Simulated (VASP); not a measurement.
Consider the following.

```xyz
12
Lattice="3.3756 0.0000 0.0000 0.0000 4.7738 0.0000 0.0000 0.0000 24.8005" Properties=species:S:1:pos:R:3 pbc="T T T"
Na     0.0000     0.0000     8.3214
Na     1.6878     2.3869     9.7882
Na     0.0000     0.0000    11.5675
Na     1.6878     2.3869    13.2330
Na     0.0000     0.0000    15.0123
Na     1.6878     2.3869    16.4791
H      1.6878     0.0000     9.8341
H      0.0000     2.3869     8.2361
H      1.6878     0.0000    13.2399
H      0.0000     2.3869    11.5606
H      1.6878     0.0000    16.5645
H      0.0000     2.3869    14.9664
```

Computed with r2SCAN meta-GGA, VASP's PBE PAW potentials (set 64) (plane waves; VASP). Numerical set-up: PREC = Normal, 400 eV cut-off, 6×4×1 Γ-centred mesh, Gaussian smearing of 0.050 eV, potentials Na_pv H.

What does the run give for the energy per atom (σ→0)?

```
Quantity                       Result
---------------------  --------------
energy per atom (σ→0)  -3.712 eV/atom
```

The absolute energy has meaning only against runs of the same code, potentials and settings.

The cell is a thin slab with vacuum, built from NaH (rock salt): (110) face.
